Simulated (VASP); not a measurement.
Output of a VASP run:

OSZICAR:
```
       N       E                     dE             d eps       ncg     rms          rms(c)
DAV:   1     0.271348670169E+03    0.27135E+03   -0.18662E+04  4752   0.156E+03
DAV:   2     0.188129926191E+01   -0.26947E+03   -0.26307E+03  5208   0.388E+02
DAV:   3    -0.113636349392E+02   -0.13245E+02   -0.13208E+02  5892   0.887E+01
DAV:   4    -0.114814465524E+02   -0.11781E+00   -0.11777E+00  5478   0.845E+00
DAV:   5    -0.114831244163E+02   -0.16779E-02   -0.16777E-02  5892   0.968E-01    0.244E+01
DAV:   6    -0.100299342236E+02    0.14532E+01   -0.33290E+00  6466   0.265E+01    0.173E+01
DAV:   7    -0.100159059729E+02    0.14028E-01   -0.24167E+00  5610   0.105E+01    0.317E+00
DAV:   8    -0.994637859049E+01    0.69527E-01   -0.45231E-01  5542   0.806E+00    0.123E+00
DAV:   9    -0.994593893394E+01    0.43966E-03   -0.43997E-02  5736   0.225E+00    0.166E-01
DAV:  10    -0.994592623702E+01    0.12697E-04   -0.10888E-03  5592   0.330E-01    0.910E-02
DAV:  11    -0.994593259414E+01   -0.63571E-05   -0.83546E-05  5688   0.724E-02    0.334E-02
DAV:  12    -0.994593441533E+01   -0.18212E-05   -0.24218E-06  5152   0.128E-02    0.186E-02
DAV:  13    -0.994593487622E+01   -0.46089E-06   -0.55540E-07  3486   0.850E-03
   1 F= 0.88986019E+01 E0= 0.88985785E+01  d E =0.889860E+01
```

**OUTCAR**
```
------------------------ aborting loop because EDIFF is reached ----------------------------------------
  FORCE on cell =-STRESS in cart. coord.  units (eV):
  Direction    XX          YY          ZZ          XY          YZ          ZX
  --------------------------------------------------------------------------------------
  Total       18.9000778     18.9020669     18.8538959      0.0000000      0.0000000      0.0000000
  in kB      451.3262979    451.3737968    450.2234920      0.0000000      0.0000000      0.0000000
  external PRESSURE =       0.9745289 kB  Pullay stress =     450.0000000 kB
  volume of cell :       67.09
      direct lattice vectors                 reciprocal lattice vectors
     1.657487619 -2.870758222  0.000000000     0.301661378 -0.174170014  0.000000000
     1.657487619  2.870758222  0.000000000     0.301661378  0.174170014  0.000000000
     0.000000000  0.000000000  7.050284275     0.000000000  0.000000000  0.141838252
  FREE ENERGIE OF THE ION-ELECTRON SYSTEM (eV)
  ---------------------------------------------------
  free  energy   TOTEN  =        -9.9459348762 eV

  energy  without entropy=       -9.9460050225  energy(sigma->0) =       -9.94595826
  enthalpy is  TOTEN    =         8.8986018871 eV   P V=       18.8445367634

 reached required accuracy - stopping structural energy minimisation
```
(Selected blocks of OUTCAR.)

POSCAR:
```
CdS
1
    1.6574876192    -2.8707582223    -0.0000000000
    1.6574876192     2.8707582223     0.0000000000
    0.0000000000     0.0000000000     7.0502842753
Cd S
2 2
Direct
  0.6666670000   0.3333330000   0.5319753626
  0.3333330000   0.6666670000   0.0319753626
  0.6666670000   0.3333330000   0.8450246374
  0.3333330000   0.6666670000   0.3450246374
```

### Question
Reconstruct the remaining input files.

### Answer
One answer among several that fit: the input of the run itself, PBEsol GGA, plane waves, VASP's PBE PAW potentials (set 64).

File KPOINTS:
```
Automatic mesh
0
Gamma
11 11 5
0 0 0
```

### INCAR
```
# general
SYSTEM  = CdS
PREC    = Accurate
ENCUT   = 500   # plane-wave cut-off (eV)
LREAL   = .FALSE.   # projection in real space or not
LASPH   = .TRUE.   # aspherical one-centre terms

# electronic loop
EDIFF   = 1E-6
NELM    = 100
ALGO    = Normal   # blocked Davidson
LMAXMIX = 4   # l cut-off of mixed one-centre charges

# smearing
ISMEAR  = 1
SIGMA   = 0.1   # width (eV)

# functional
GGA     = PS   # PBEsol

# ions
IBRION  = 2   # conjugate gradients
NSW     = 40
ISIF    = 3   # ions, shape and volume
EDIFFG  = -0.02
PSTRESS = 450   # kbar

# output
LWAVE   = .FALSE.
LCHARG  = .FALSE.
```

POTCAR, in this order: Cd S (PBE.64 set). Program: vasp_std.

The compound is CdS in the wurtzite structure. It was relaxed first under an external pressure of 45 GPa.
